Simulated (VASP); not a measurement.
A convergence study with VASP on Ga (space group no. 64 when undisturbed): a few settings are varied, all else stays as given below, so the limit is that of these other settings. One atom is moved off its site, so that forces are finite.

```yaml
crystal:
  lattice:
    - [2.24870, -3.81085, 0.00000]
    - [2.24870, 3.81085, 0.00000]
    - [0.00000, 0.00000, 4.50735]
  atoms:
    - { symbol: Ga, position: [0.15490, 0.84510, 0.93009] }
    - { symbol: Ga, position: [0.34510, 0.65490, 0.41900] }
    - { symbol: Ga, position: [0.65490, 0.34510, 0.58100] }
    - { symbol: Ga, position: [0.84510, 0.15490, 0.08100] }
```

Computed with PBEsol GGA, VASP's PBE PAW potentials (set 64) (plane waves; VASP 6.6.1). The last row used: 300 eV cut-off, 15×15×12 Γ-centred mesh, Gaussian smearing of 0.010 eV, potentials Ga_d.

```csv
setting,E (eV/atom),pressure (GPa),largest force (eV/Å),irreducible k-points
SIGMA = 1.0,-3.3374,0.01,0.332,728
SIGMA = 0.5,-3.3483,-0.75,0.322,728
SIGMA = 0.3,-3.3497,-0.89,0.316,728
SIGMA = 0.2,-3.3498,-0.92,0.313,728
SIGMA = 0.1,-3.3496,-0.95,0.311,728
SIGMA = 0.05,-3.3496,-0.96,0.309,728
SIGMA = 0.02,-3.3496,-0.96,0.307,728
SIGMA = 0.01,-3.3496,-0.95,0.307,728
```

Left out are rungs that failed or repeat a setting and relaxations that didn't move; long series are thinned to 24 rows.

The structure is a typed Ga crystal (space group no. 64). The cell was not relaxed at this level, it is distorted from the ideal structure.
